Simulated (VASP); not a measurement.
Input:

```yaml
crystal:
  lattice:
    - [4.43113, 0.00000, 0.00000]
    - [0.00000, 4.43113, 0.00000]
    - [0.00000, 0.00000, 2.87496]
  atoms:
    - { symbol: Mn, position: [0.00000, 0.00000, 0.00000], spin: 2.5 }
    - { symbol: Mn, position: [0.50000, 0.50000, 0.50000], spin: -2.5 }
    - { symbol: O, position: [0.30426, 0.30426, 0.00000] }
    - { symbol: O, position: [0.80426, 0.19574, 0.50000] }
    - { symbol: O, position: [0.19574, 0.80426, 0.50000] }
    - { symbol: O, position: [0.69574, 0.69574, 0.00000] }
```

All values below come from modified Becke-Johnson potential (mBJ), VASP's PBE PAW potentials (set 64) (plane waves; VASP 6.6.1). Run with 520 eV cut-off, 4×4×6 Γ-centred mesh, Gaussian smearing of 0.050 eV, potentials Mn_pv O.

mBJ is a potential without an energy functional, so only the levels count.

### Question
What does the run give for the cell moment, band gap (over mesh and band path) with the smallest direct gap where there is one?

### Answer

band gap (over mesh and band path): 1.38 eV
smallest direct gap (over mesh and band path): 1.38 eV
cell moment: 0.00 μB

### Question
Give the moment on each site (PAW-sphere projection).

### Answer

| site | moment (μB) |
|---|---|
| Mn1 | 2.62 |
| Mn2 | -2.62 |
| O3 | -0.08 |
| O4 | 0.08 |
| O5 | 0.08 |
| O6 | -0.08 |

Only differences to runs with the same potentials and settings are physical.

The compound is MnO2 in the rutile structure. It was relaxed first. The cell's shape comes from a PBE relaxation.
